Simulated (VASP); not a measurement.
Input of a VASP 6.6.1 run:

INCAR

```
SYSTEM = Ta2SiO3
PREC = Normal
ENCUT = 520
EDIFF = 1E-5
ISMEAR = 0
SIGMA = 0.15
LREAL = Auto
LASPH = .TRUE.
NELM = 80
ALGO = Fast
ISIF = 2
LWAVE = .FALSE.
LCHARG = .FALSE.
GGA = PE
NBANDS = 56
```

The input KPOINTS:

```
Automatic mesh
0
G
  5 5 4
  0 0 0
```

File POSCAR:

```
Ta2SiO3
1.0
    5.0296480000      0.0000000000      0.0000000000
   -0.1282800000      5.0429150000      0.0000000000
   -0.1706150000     -0.4030530000      6.7212720000
Ta Si O
4 2 6
Direct
    0.9735420000      0.2702360000      0.1865180000
    0.4845440000      0.7161270000      0.2056970000
    0.0264580000      0.7297640000      0.8134820000
    0.5154560000      0.2838730000      0.7943030000
    0.2456680000      0.4883960000      0.4924540000
    0.7543320000      0.5116040000      0.5075460000
    0.7104440000      0.0141470000      0.2695090000
    0.2005530000      0.9600510000      0.1415590000
    0.7538190000      0.5289120000      0.0174680000
    0.2895560000      0.9858530000      0.7304910000
    0.7994470000      0.0399490000      0.8584410000
    0.2461810000      0.4710880000      0.9825320000
```

Potentials or basis: VASP PAW PBE potentials, release 64 (Ta_pv, Si, O).

Run with:

```sh
$ cat potpaw_PBE.64/Ta_pv/POTCAR potpaw_PBE.64/Si/POTCAR potpaw_PBE.64/O/POTCAR > POTCAR
$ mpirun -np 1 vasp_std > vasp.out
```

Problem. Estimate the largest force.

Solution. 0.051 eV/Å.

Problem. Predict the band gap on the k mesh.

Solution. None (metal or under the smearing width).

Problem. Predict the pressure.

Solution. 0.1 GPa.

Forces in eV/Å, atoms in the order of the input:
```
Ta   0.004  0.027  0.044
Ta   0.012 -0.028  0.012
Ta  -0.004 -0.027 -0.044
Ta  -0.012  0.028 -0.012
Si  -0.019  0.010  0.017
Si   0.019 -0.010 -0.017
O   -0.004  0.006 -0.009
O    0.003  0.004 -0.005
O   -0.023 -0.035  0.012
O    0.004 -0.006  0.009
O   -0.003 -0.004  0.005
O    0.023  0.035 -0.012
```

Spin-orbit coupling is left out, which matters for the levels of Ta.
